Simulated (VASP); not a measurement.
All values below come from r2SCAN meta-GGA, VASP's PBE PAW potentials (set 64) (plane waves; VASP).

VASP ran on this input.

### POSCAR
```
NiSi2(110) slab
1.0
  3.8073433317   0.0000000000   0.0000000000
  0.0000000000   5.3843961347   0.0000000000
  0.0000000000   0.0000000000  26.3510386154
Si Ni
12 6
Cart
  1.9036716658   1.3625902125   8.4078678840
  0.0000000000   1.3403832220  10.2846275560
  3.8073433317   4.0440129127  10.2846275560
  1.9036716658   4.0218059222   8.4078678840
  1.9036716658   1.3536354900  12.2256668000
  0.0000000000   1.3385625773  14.1253718154
  3.8073433317   4.0458335574  14.1253718154
  1.9036716658   4.0307606447  12.2256668000
  1.9036716658   1.3518148453  16.0664110594
  3.8073433317   1.3296078549  17.9431707314
  3.8073433317   4.0547882798  17.9431707314
  1.9036716658   4.0325812894  16.0664110594
  3.8073433317   0.0000000000   8.4497548837
  1.9036716658   2.6921980674  10.3774701703
  3.8073433317   0.0000000000  12.2127150458
  1.9036716658   2.6921980674  14.1383235696
  3.8073433317   0.0000000000  15.9735684451
  1.9036716658   2.6921980674  17.9012837317
```

### KPOINTS
```
K-points
0
gamma
7 5 1
0 0 0
```

INCAR:
```
SYSTEM = NiSi2(110) slab
PREC = Normal
ENCUT = 400
EDIFF = 1E-5
NELM = 100
ALGO = Normal
LREAL = Auto
LASPH = .TRUE.
ISMEAR = 1
SIGMA = 0.1
METAGGA = R2SCAN
LMIXTAU = .TRUE.
LMAXMIX = 4
LWAVE = .TRUE.
LCHARG = .FALSE.
NELMIN = 4
LDIPOL = .TRUE.
IDIPOL = 3
DIPOL = 0.5 0.5 0.5
IBRION = 2
ISIF = 2
NSW = 120
EDIFFG = -0.03
```

POTCAR, in this order: Si Ni (PBE.64 set). Program: vasp_std.

### Question
What does the run give for the energy per atom (σ→0), band gap (on the k-mesh)?

### Answer

| Quantity | Result |
|---|---|
| energy per atom (σ→0) | -10.005 eV/atom |
| band gap (on the k-mesh) | none (metal, semimetal or under 0.01 eV) |

OSZICAR:
```
...
       N       E                     dE             d eps       ncg     rms          rms(c)
DAV:   1    -0.180084485802E+03   -0.10185E-03   -0.93658E-02  1536   0.116E+00    0.586E-02
DAV:   2    -0.180084653399E+03   -0.16760E-03   -0.16466E-03  2144   0.390E-01    0.633E-02
DAV:   3    -0.180084649764E+03    0.36350E-05   -0.48610E-04  2160   0.378E-01    0.476E-02
DAV:   4    -0.180084635029E+03    0.14735E-04   -0.98840E-05  1864   0.158E-01    0.195E-02
DAV:   5    -0.180084585410E+03    0.49619E-04   -0.50077E-05  1432   0.103E-01    0.195E-02
DAV:   6    -0.180084593741E+03   -0.83317E-05   -0.33344E-05  1304   0.118E-01
  11 F= -.18008459E+03 E0= -.18008606E+03  d E =-.213558E-03
```

The cell is a thin slab with vacuum, built from NiSi2 (fluorite): (110) face. The run is not spin-polarised, so no magnetic state was tried.
